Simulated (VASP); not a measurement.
Given:

```
CELL_PARAMETERS angstrom
      2.15116    -3.72591     0.00000
      2.15116     3.72591     0.00000
      0.00000     0.00000     7.01650
ATOMIC_POSITIONS crystal
  Cd 0.66667 0.33333 0.50003
  Cd 0.33333 0.66667 0.00003
  Se 0.66667 0.33333 0.87597
  Se 0.33333 0.66667 0.37597
```

Calculation: PBE GGA, VASP's PBE PAW potentials (set 64) (plane waves; VASP). Numerical set-up: 520 eV cut-off, 7×7×4 Γ-centred mesh, Gaussian smearing of 0.050 eV, potentials Cd Se.

Task: Give the stress tensor in GPa (positive for a compressed cell).

Result: 
```
3.19  0.00  0.00
0.00  3.19  0.00
0.00  0.00  3.23
```
The pressure is its mean diagonal, 3.21 GPa.

The compound is CdSe in the wurtzite structure. This cell is one point of a volume scan, at 0.94 of the reference volume.
